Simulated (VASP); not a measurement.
A VASP calculation is set up with these files.

### KPOINTS
```
Automatic mesh
0
gamma
 4 4 2
```

### INCAR
```
SYSTEM = AlAs
PREC = Normal; ENCUT = 350; LREAL = .FALSE.
LASPH = .TRUE.
EDIFF = 1E-8; NELM = 100; ALGO = Normal
ISMEAR = 0; SIGMA = 0.01
GGA = PE
LWAVE = .TRUE.; LCHARG = .FALSE.
```

POSCAR:
```
AlAs
1
    4.0023900000     0.0000000000     0.0000000000
   -2.0011950000     3.4661710000     0.0000000000
    0.0000000000     0.0000000000     6.5778000000
Al As
2 2
Direct
  0.3333330000   0.6666670000   0.0006800000
  0.6666670000   0.3333330000   0.5006800000
  0.3333330000   0.6666670000   0.3753200000
  0.6666670000   0.3333330000   0.8753200000
```

POTCAR, in this order: Al_GW As_GW (PBE.64 set). Program: vasp_std.

**Question.** Translate this PBE calculation to Quantum ESPRESSO's pw.x.

**Answer.** One equivalent input (not run):
```
&CONTROL
  calculation = 'scf'
  pseudo_dir = './pseudo'
  outdir = './out'
  tprnfor = .true.
  tstress = .true.
/
&SYSTEM
  ibrav = 0
  nat = 4
  ntyp = 2
  ecutwfc = 84
  occupations = 'smearing'
  smearing = 'gaussian'
  degauss = 0.000735
  input_dft = 'pbe'
/
&ELECTRONS
  conv_thr = 7.3e-10
  electron_maxstep = 100
/
ATOMIC_SPECIES
  Al 26.982 Al.upf
  As 74.922 As.upf
CELL_PARAMETERS angstrom
     4.0023900    0.0000000    0.0000000
    -2.0011950    3.4661710    0.0000000
     0.0000000    0.0000000    6.5778000
ATOMIC_POSITIONS crystal
  Al   0.3333330  0.6666670  0.0006800
  Al   0.6666670  0.3333330  0.5006800
  As   0.3333330  0.6666670  0.3753200
  As   0.6666670  0.3333330  0.8753200
K_POINTS automatic
  4 4 2 0 0 0
```
Limits of the translation: the potentials are each code's own (VASP's PAW set, PseudoDojo norm-conserving files in pw.x), so ENCUT and ecutwfc are chosen apart and not converted; conv_thr bounds pw.x's estimated SCF error, while EDIFF bounds the energy change between steps.

The structure comes from a computed database's AlAs entry (P6_3mc); how it stands against other phases isn't given here. The cell was not relaxed at this level. The k-mesh is coarse (spacing up to 0.48 per Å, 2π included), so the numbers may not be converged in it.
